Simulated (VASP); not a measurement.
A run of VASP 6.6.1:

File INCAR:

```
PREC = Accurate
ENCUT = 520
EDIFF = 1E-7
ISMEAR = -1
SIGMA = 0.1
LREAL = False
LASPH = True
NELM = 60
ALGO = Fast
ISIF = 2
LWAVE = False
LCHARG = False
GGA = PS
NBANDS = 51
```

KPOINTS

```
regular mesh
0
Gamma
  4 4 4
```

POSCAR

```
Rb3ScCl6
1.0
    0.0000000000      5.4265020000      5.4265020000
    5.4265020000      0.0000000000      5.4265020000
    5.4265020000      5.4265020000      0.0000000000
Rb Cl Sc
3 6 1
Direct
    0.2500000000      0.2500000000      0.2500000000
    0.7500000000      0.7500000000      0.7500000000
    0.5000000000      0.5000000000      0.5000000000
    0.2299000000      0.7701000000      0.7701000000
    0.7701000000      0.2299000000      0.7701000000
    0.7701000000      0.2299000000      0.2299000000
    0.2299000000      0.7701000000      0.2299000000
    0.7701000000      0.7701000000      0.2299000000
    0.2299000000      0.2299000000      0.7701000000
    0.0000000000      0.0000000000      0.0000000000
```

Potentials or basis: VASP PAW PBE potentials, release 64 (Rb_sv, Cl, Sc_sv).

Launch:

```console
$ cat potpaw_PBE.64/Rb_sv/POTCAR potpaw_PBE.64/Cl/POTCAR potpaw_PBE.64/Sc_sv/POTCAR > POTCAR
$ mpirun -np 1 vasp_std > vasp.out
```

Hardware: 1 thread of Intel(R) Xeon(R) Platinum 8488C (Sapphire Rapids), on a shared host.

Problem. Estimate the wall time of this run.

Solution. Run time: 11 min on 1 thread of Intel(R) Xeon(R) Platinum 8488C (Sapphire Rapids), with other jobs on the host, peak memory 0.56 GiB. Counts: scf iterations 59, k points 8.
